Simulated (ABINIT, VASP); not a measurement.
An input for ABINIT (PBEsol, norm-conserving pseudopotentials (PseudoDojo nc-sr-04 PBEsol standard)):

```
# La3Al, PseudoDojo nc-sr-04 PBEsol standard
pp_dirpath "./"
pseudos "La.upf, Al.upf"
acell 3*1.0 Angstrom
rprim
         4.9774500000    0.0000000000    0.0000000000
         0.0000000000    4.9774500000    0.0000000000
         0.0000000000    0.0000000000    4.9774500000
natom 4
ntypat 2
znucl 57 13
typat 1 1 1 2
xred
         0.0000000000    0.5000000000    0.5000000000
         0.5000000000    0.0000000000    0.5000000000
         0.5000000000    0.5000000000    0.0000000000
         0.0000000000    0.0000000000    0.0000000000
ecut 110 Ry
occopt 7
tsmear 0.2 eV
nband 24
kptopt 1
ngkpt 9 9 9
nshiftk 1
shiftk 0 0 0
nstep 80
toldfe 1.0e-09
prtwf 0
prtden 0
prtvol 1
enunit 1
```

**Question.** Write the VASP files for the same calculation.

**Answer.** One set of files that does it:

KPOINTS:
```
Regular mesh
0
Gamma
  9 9 9
```

### INCAR
```
ALGO  =  Normal
EDIFF  =  1E-6
ENCUT  =  300
GGA  =  PS
ISIF  =  2
ISMEAR  =  0
LASPH  =  T
LCHARG  =  F
LMAXMIX  =  6
LREAL  =  F
LWAVE  =  F
NELM  =  100
PREC  =  Accurate
SIGMA  =  0.2
SYSTEM  =  La3Al
```

**POSCAR**
```
La3Al
1
    4.9774500000     0.0000000000     0.0000000000
    0.0000000000     4.9774500000     0.0000000000
    0.0000000000     0.0000000000     4.9774500000
La Al
3 1
Direct
  0.0000000000   0.5000000000   0.5000000000
  0.5000000000   0.0000000000   0.5000000000
  0.5000000000   0.5000000000   0.0000000000
  0.0000000000   0.0000000000   0.0000000000
```

POTCAR, in this order: La Al (PBE.64 set). Program: vasp_std.

Both are inputs of real runs that ended normally. What can't carry over is the choice of potentials or basis and its cut-off, and each code's defaults.

The structure comes from a computed database's La3Al entry; how it stands against other phases isn't given here. The cell was not relaxed at this level, and it may have been scaled.
